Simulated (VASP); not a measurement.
These are LDA (Ceperley-Alder, Perdew-Zunger), VASP's LDA PAW potentials (set 64) (plane waves; VASP) values and carry that method's errors.

Gaps are without spin-orbit coupling.

Q: Order these relaxed crystals by band gap, smallest first: Cd2TeSe, P3m1 (156); KMgF3, Pm-3m (221); ZnCdSe2, P3m1 (156); SrTiO3, Pm-3m (221).

A: Cd2TeSe, P3m1 (156) (0.11 eV), ZnCdSe2, P3m1 (156) (0.63 eV), SrTiO3, Pm-3m (221) (1.81 eV), KMgF3, Pm-3m (221) (7.49 eV)
